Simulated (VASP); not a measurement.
VASP runs on BaTiO$_{3}$ (space group P4mm) share one base input (PBE GGA, plane waves, VASP's PBE PAW potentials (set 64)) and change the settings named in each case.

INCAR:
```
LREAL = .False.   # projection in real space or not
NELM = 100
ENCUT = 400   # plane-wave cut-off (eV)
GGA = PE
LASPH = .True.   # aspherical one-centre terms
PREC = Accurate
LMAXMIX = 4
ALGO = Normal
SIGMA = 0.05   # width (eV)
EDIFF = 1E-6   # SCF stop (eV)
ISIF = 2   # forces and stress, cell fixed
LWAVE = .False.
ISMEAR = -1   # Fermi-Dirac
LCHARG = .False.
SYSTEM = BaTiO3
```

### KPOINTS
```
Automatic
0
G
7 7 7
```

POSCAR:
```
BaTiO3
1
    3.9900000000     0.0000000000     0.0000000000
    0.0000000000     3.9900000000     0.0000000000
    0.0000000000     0.0000000000     4.0400000000
Ba Ti O
1 1 3
Direct
  0.0000000000   0.0000000000   0.0000000000
  0.5000000000   0.5000000000   0.5130000000
  0.5000000000   0.5000000000   0.9770000000
  0.0000000000   0.5000000000   0.4870000000
  0.5000000000   0.0000000000   0.4870000000
```

POTCAR, in this order: Ba_sv Ti_sv O (PBE.64 set). Program: vasp_std.

```
change                                                                                                                                                  E(σ→0) (eV/atom)  pressure (GPa)  largest force (eV/Å)
------------------------------------------------------------------------------------------------------------------------------------------------------  ----------------  --------------  --------------------
base run                                                                                                                                                         -8.0077           -0.17                 0.156
GGA = PS                                                                                                                                                         -8.4071             ___                   ___
GGA_COMPAT = .FALSE., LNONCOLLINEAR = .TRUE., LSORBIT = .TRUE., MAGMOM = 0.0 0.0 0.0 0.0 0.0 0.0 0.0 0.0 0.0 0.0 0.0 0.0 0.0 0.0 0.0, program vasp_ncl           -8.0471           -0.18                 0.155
KPOINTS 5×5×5 Γ-centred mesh                                                                                                                                     -8.0073           -0.19                 0.173
LDAU = .TRUE., LDAUJ = 0 0 0, LDAUL = -1 2 -1, LDAUTYPE = 2, LDAUU = 0 5.0 0                                                                                     -7.3343             ___                   ___
```

Task: What belongs in the gaps?

Result: 
- LDAU = .TRUE., LDAUJ = 0 0 0, LDAUL = -1 2 -1, LDAUTYPE = 2, LDAUU = 0 5.0 0, pressure (GPa): 4.02
- LDAU = .TRUE., LDAUJ = 0 0 0, LDAUL = -1 2 -1, LDAUTYPE = 2, LDAUU = 0 5.0 0, largest force (eV/Å): 0.742
- GGA = PS, pressure (GPa): -6.54
- GGA = PS, largest force (eV/Å): 0.196

Energies of different potentials or functionals have different zeros.  Unless said otherwise, spin-orbit coupling is left out, though it shifts the bands of the heavy elements here. At 400 eV the pressure can carry a Pulay error.

Left out are runs that ran out of time, are held back, or changed the cell or the kind of run, fixed moments of cells without a moment, rows past the twelfth, gaps on odd meshes, pressures of charged cells and columns that move by less than the noise.

The structure is a typed BaTiO3 crystal. The cell was not relaxed at this level, forces remain on its atoms.
